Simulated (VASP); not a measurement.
LiSi16 (a cell with a defect): single point with PBE

Crystal: LiSi16 (a cell with a defect).

```
Si Li
1.0
     0.00000    5.43000    5.43000
     5.43000    0.00000    5.43000
     5.43000    5.43000    0.00000
Si Li
16 1
Direct
  0.99945 0.99976 0.99981
  0.12221 0.12247 0.12251
  0.99756 0.99781 0.50178
  0.12225 0.12252 0.63166
  0.99757 0.50174 0.99785
  0.12225 0.63162 0.12256
  0.99759 0.50178 0.50182
  0.12705 0.62397 0.62401
  0.50147 0.99782 0.99785
  0.63131 0.12254 0.12257
  0.50150 0.99785 0.50183
  0.62372 0.12728 0.62401
  0.50150 0.50179 0.99789
  0.62373 0.62398 0.12731
  0.49959 0.49982 0.49985
  0.62375 0.62401 0.62404
  0.24942 0.24975 0.24980
```

The cell was built by a generator and needn't be a form met in nature.

```yaml
Program: VASP 6.6.1
Task: single point
Functional: PBE
Potentials_or_basis: VASP PAW PBE potentials, release 64 (Si, Li_sv)
Cutoff: 520 eV
k_mesh: 2 × 2 × 2
Occupations: gaussian, width 0.02 eV
Spin: no spin polarisation
Dipole_correction: no
Charge: 1
Further_INCAR_settings: LREAL = Auto; ALGO = Fast; EDIFF = 1e-06; NBANDS = 48; NELECT = 66.0
```

```
Largest force          : 0.006 eV/Å
Band gap on the k mesh : 0.64 eV, direct
```

Forces on the atoms (eV/Å):
```
Si   0.001  0.002  0.002
Si  -0.004 -0.004 -0.003
Si   0.000 -0.001  0.000
Si   0.004  0.003 -0.003
Si   0.000 -0.001 -0.001
Si   0.004 -0.003  0.004
Si  -0.001  0.000  0.000
Si   0.002 -0.002 -0.002
Si   0.000  0.000 -0.001
Si  -0.003  0.003  0.004
Si   0.000 -0.002  0.000
Si  -0.002  0.001 -0.001
Si   0.000  0.000 -0.002
Si  -0.002 -0.001  0.001
Si   0.001  0.001  0.002
Si   0.000 -0.001 -0.001
Li   0.000  0.002  0.002
```

Levels at points of the mesh, in eV from the valence-band top:
| k point | band 29 | band 30 | band 31 | band 32 | band 33 | band 34 | band 35 | band 36 | band 37 | band 38 |
| --- | --- | --- | --- | --- | --- | --- | --- | --- | --- | --- |
| (0.00, 0.00, 0.00) | -1.13 | -1.13 | 0.00 | 0.00 | 0.00 | 0.64 | 0.64 | 0.64 | 0.71 | 0.71 |
| (0.50, 0.00, 0.00) | -2.11 | -0.82 | -0.82 | -0.73 | -0.73 | 1.20 | 1.40 | 1.40 | 1.59 | 1.59 |
| (0.00, 0.50, 0.00) | -2.11 | -0.82 | -0.82 | -0.73 | -0.73 | 1.20 | 1.40 | 1.40 | 1.59 | 1.59 |
| (0.00, 0.00, 0.50) | -2.11 | -0.82 | -0.82 | -0.73 | -0.73 | 1.20 | 1.40 | 1.40 | 1.59 | 1.59 |
| (0.50, 0.50, 0.50) | -2.11 | -0.82 | -0.82 | -0.73 | -0.73 | 1.20 | 1.40 | 1.40 | 1.59 | 1.59 |
| (0.50, 0.50, 0.00) | -1.91 | -1.36 | -1.36 | -1.31 | -1.27 | 1.07 | 1.13 | 2.19 | 2.31 | 2.31 |
| (0.00, 0.50, 0.50) | -1.91 | -1.36 | -1.36 | -1.31 | -1.27 | 1.07 | 1.13 | 2.19 | 2.31 | 2.31 |
| (0.50, 0.00, 0.50) | -1.91 | -1.36 | -1.36 | -1.31 | -1.27 | 1.07 | 1.13 | 2.19 | 2.31 | 2.31 |

It took 6.3 min on 1 thread of Intel(R) Xeon(R) Platinum 8259CL CPU @ 2.50GHz (Skylake/Cascade Lake) (shared host), peak memory 0.48 GiB.

Caveat: the k mesh is coarse (spacing up to 0.50 Å⁻¹), so the values aren't converged; the cell carries a net charge on a neutralising background, which shifts energy and pressure; the cell is charged against a uniform background, so pressure and absolute levels hang on convention. A hybrid or GW would open this gap; PBE tends to underestimate it.
